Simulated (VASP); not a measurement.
A convergence study with VASP on Ir (fcc): a few settings are varied, all else stays as given below, so the limit is that of these other settings.

```
CELL_PARAMETERS angstrom
      0.00000     1.92000     1.92000
      1.92000     0.00000     1.92000
      1.92000     1.92000     0.00000
ATOMIC_POSITIONS crystal
  Ir 0.00000 0.00000 0.00000
```

All values below come from PBE GGA, VASP's PBE PAW potentials (set 64) (plane waves; VASP). The last row used: 550 eV cut-off, 24×24×24 Γ-centred mesh, second-order Methfessel-Paxton smearing of 0.40 eV, potentials Ir.

| setting | E (eV/atom) | pressure (GPa) | irreducible k-points |
|---|---|---|---|
| ISMEAR = -1, SIGMA = 0.01, 9×9×9 mesh | -8.8609 | 8.92 | 35 |
| ISMEAR = -1, SIGMA = 0.2, 9×9×9 mesh | -8.8508 | 10.34 | 35 |
| ISMEAR = 0, SIGMA = 0.01, 9×9×9 mesh | -8.8607 | 8.92 | 35 |
| ISMEAR = 0, SIGMA = 0.2, 9×9×9 mesh | -8.8611 | 9.02 | 35 |
| ISMEAR = 1, SIGMA = 0.01, 9×9×9 mesh | -8.8607 | 8.92 | 35 |
| ISMEAR = 1, SIGMA = 0.2, 9×9×9 mesh | -8.8616 | 8.87 | 35 |
| ISMEAR = 2, SIGMA = 0.01, 9×9×9 mesh | -8.8607 | 8.92 | 35 |
| ISMEAR = 2, SIGMA = 0.2, 9×9×9 mesh | -8.8613 | 8.90 | 35 |
| ISMEAR = -1, SIGMA = 0.05, 18×18×18 mesh | -8.8409 | 9.49 | 195 |
| ISMEAR = -1, SIGMA = 0.2, 18×18×18 mesh | -8.8396 | 10.68 | 195 |
| ISMEAR = 0, SIGMA = 0.05, 18×18×18 mesh | -8.8408 | 9.41 | 195 |
| ISMEAR = 0, SIGMA = 0.2, 18×18×18 mesh | -8.8414 | 9.60 | 195 |
| ISMEAR = 1, SIGMA = 0.05, 18×18×18 mesh | -8.8408 | 9.40 | 195 |
| ISMEAR = 1, SIGMA = 0.2, 18×18×18 mesh | -8.8407 | 9.44 | 195 |
| ISMEAR = 2, SIGMA = 0.05, 18×18×18 mesh | -8.8408 | 9.40 | 195 |
| ISMEAR = 2, SIGMA = 0.2, 18×18×18 mesh | -8.8406 | 9.42 | 195 |
| ISMEAR = -1, SIGMA = 0.05, 24×24×24 mesh | -8.8391 | 9.53 | 413 |
| ISMEAR = -1, SIGMA = 0.4, 24×24×24 mesh | -8.8373 | 14.56 | 413 |
| ISMEAR = 0, SIGMA = 0.05, 24×24×24 mesh | -8.8390 | 9.48 | 413 |
| ISMEAR = 0, SIGMA = 0.4, 24×24×24 mesh | -8.8387 | 10.20 | 413 |
| ISMEAR = 1, SIGMA = 0.05, 24×24×24 mesh | -8.8389 | 9.47 | 413 |
| ISMEAR = 1, SIGMA = 0.4, 24×24×24 mesh | -8.8396 | 9.40 | 413 |
| ISMEAR = 2, SIGMA = 0.05, 24×24×24 mesh | -8.8389 | 9.47 | 413 |
| ISMEAR = 2, SIGMA = 0.4, 24×24×24 mesh | -8.8392 | 9.46 | 413 |

Left out are rungs that failed or repeat a setting and relaxations that didn't move; long series are thinned to 24 rows.

The compound is Ir in the fcc structure. The cell was not relaxed at this level.
